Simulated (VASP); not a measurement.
Computed with revPBE GGA, VASP's PBE PAW potentials (set 64) (plane waves; VASP).

A VASP calculation is set up with these files.

POSCAR:
```
Ni3Si
1
    3.5956367122     0.0000000000     0.0000000000
    0.0000000000     3.5956367122     0.0000000000
    0.0000000000     0.0000000000     3.5956367122
Si Ni
1 3
Direct
  0.0000000000   0.0000000000   0.0000000000
  0.0000000000   0.5000000000   0.5000000000
  0.5000000000   0.0000000000   0.5000000000
  0.5000000000   0.5000000000   0.0000000000
```

### INCAR
```
# general
SYSTEM =Ni3Si
PREC   =Accurate
ENCUT  =520
LREAL  =.FALSE.   # projection in real space or not
LASPH  =.TRUE.   # aspherical one-centre terms

# electronic loop
EDIFF  =1E-7   # SCF stop (eV)
NELM   =100
ALGO   =Normal   # blocked Davidson
LMAXMIX=4   # l cut-off of mixed one-centre charges

# smearing
ISMEAR =1   # Methfessel-Paxton
SIGMA  =0.1   # width (eV)

# functional
GGA    =RE   # revPBE

# ions
ISIF   =2   # forces and stress, cell fixed

# output
LWAVE  =.FALSE.
LCHARG =.FALSE.
```

**KPOINTS**
```
Automatic mesh
0
Gamma
9 9 9
0 0 0
```

POTCAR, in this order: Si Ni (PBE.64 set). Program: vasp_std.

Output of the run:

File OSZICAR:
```
       N       E                     dE             d eps       ncg     rms          rms(c)
DAV:   1     0.200193972079E+03    0.20019E+03   -0.15788E+04  1470   0.212E+03
DAV:   2    -0.147045417950E+02   -0.21490E+03   -0.20825E+03  1470   0.372E+02
DAV:   3    -0.252260613547E+02   -0.10522E+02   -0.10058E+02  1626   0.107E+02
DAV:   4    -0.254744035408E+02   -0.24834E+00   -0.24641E+00  1724   0.148E+01
DAV:   5    -0.254836080810E+02   -0.92045E-02   -0.92025E-02  1725   0.269E+00    0.179E+01
DAV:   6    -0.260080830093E+02   -0.52447E+00   -0.56282E+01  1716   0.120E+02    0.183E+01
DAV:   7    -0.221070009469E+02    0.39011E+01   -0.16672E+01  1660   0.675E+01    0.365E+00
DAV:   8    -0.220942359306E+02    0.12765E-01   -0.76266E-01  1505   0.606E+00    0.138E+00
DAV:   9    -0.220774631556E+02    0.16773E-01   -0.38409E-02  2005   0.285E+00    0.567E-01
DAV:  10    -0.220754620518E+02    0.20011E-02   -0.30907E-03  1941   0.425E-01    0.265E-01
DAV:  11    -0.220750057279E+02    0.45632E-03   -0.97028E-04  2251   0.366E-01    0.528E-02
DAV:  12    -0.220749941612E+02    0.11567E-04   -0.12887E-04  1642   0.134E-01    0.154E-02
DAV:  13    -0.220749929947E+02    0.11664E-05   -0.85297E-06  1698   0.191E-02    0.885E-03
DAV:  14    -0.220749924133E+02    0.58141E-06   -0.59992E-07  1666   0.821E-03    0.255E-03
DAV:  15    -0.220749922397E+02    0.17367E-06   -0.21104E-07  1170   0.554E-03    0.748E-04
DAV:  16    -0.220749922857E+02   -0.46072E-07   -0.22208E-08   840   0.165E-03
   1 F= -.22074992E+02 E0= -.22075067E+02  d E =0.223787E-03
```

OUTCAR:
```
------------------------ aborting loop because EDIFF is reached ----------------------------------------
  FORCE on cell =-STRESS in cart. coord.  units (eV):
  Direction    XX          YY          ZZ          XY          YZ          ZX
  --------------------------------------------------------------------------------------
  Total       -2.9649100     -2.9649100     -2.9649100     -0.0000000     -0.0000000     -0.0000000
  in kB     -102.1867734   -102.1867734   -102.1867734     -0.0000000     -0.0000000     -0.0000000
  external PRESSURE =    -102.1867734 kB  Pullay stress =       0.0000000 kB
  volume of cell :       46.49
      direct lattice vectors                 reciprocal lattice vectors
     3.595636712  0.000000000  0.000000000     0.278114860  0.000000000  0.000000000
     0.000000000  3.595636712  0.000000000     0.000000000  0.278114860  0.000000000
     0.000000000  0.000000000  3.595636712     0.000000000  0.000000000  0.278114860
 POSITION                                       TOTAL-FORCE (eV/Angst)
 -----------------------------------------------------------------------------------
      0.00000      0.00000      0.00000         0.000000      0.000000      0.000000
      0.00000      1.79782      1.79782         0.000000      0.000000      0.000000
      1.79782      0.00000      1.79782         0.000000      0.000000      0.000000
      1.79782      1.79782      0.00000         0.000000      0.000000      0.000000
 -----------------------------------------------------------------------------------
    total drift:                                0.000000      0.000000      0.000000
  FREE ENERGIE OF THE ION-ELECTRON SYSTEM (eV)
  ---------------------------------------------------
  free  energy   TOTEN  =       -22.0749922857 eV

  energy  without entropy=      -22.0752160726  energy(sigma->0) =      -22.07506688
```
(Selected blocks of OUTCAR.)

### OUTCAR
```
 val. band max:        9.6185981912   @ k =   0.1111   0.1111   0.0000

 cond. band min:       9.6513551522   @ k =   0.4444   0.4444   0.3333


 Fermi energy:         9.6408897659

 k-point     1 :       0.0000    0.0000    0.0000
  band No.  band energies     occupation
      1      -1.6892      2.00000
      2       5.2484      2.00000
      3       6.0369      2.00000
      4       6.0369      2.00000
      5       6.5101      2.00000
      6       6.5101      2.00000
      7       6.5101      2.00000
      8       8.2773      2.00000
      9       8.2773      2.00000
     10       8.2773      2.00000
     11       8.8582      2.00000
     12       8.8582      2.00000
     13       8.8582      2.00000
     14       9.0989      2.00000
     15       9.0989      2.00000
     16       9.3823      2.00157
     17       9.6819      0.36623
     18       9.6819      0.36623
     19       9.6819      0.36622
     20      13.8396      0.00000
     21      15.6232      0.00000

 k-point     2 :       0.1111    0.0000    0.0000
  band No.  band energies     occupation
      1      -1.5542      2.00000
      2       5.2516      2.00000
      3       5.8350      2.00000
      4       6.1299      2.00000
      5       6.4928      2.00000
      6       6.4928      2.00000
      7       6.5476      2.00000
      8       8.0319      2.00000
      9       8.0319      2.00000
     10       8.2371      2.00000
     11       8.4623      2.00000
     12       8.9672      2.00000
     13       8.9672      2.00000
     14       9.1009      2.00000
     15       9.1037      2.00000
     16       9.3303      2.00010
     17       9.6820      0.36462
     18       9.9499     -0.00011
     19       9.9499     -0.00011
     20      14.1499      0.00000
     21      15.6071      0.00000

 k-point     3 :       0.2222    0.0000    0.0000
  band No.  band energies     occupation
      1      -1.1600      2.00000
      2       4.7119      2.00000
      3       5.7211      2.00000
...
```

The compound is Ni3Si in the L1_2 structure. This cell is one point of a volume scan, at 1.06 of the reference volume. The run is not spin-polarised, so no magnetic state was tried.
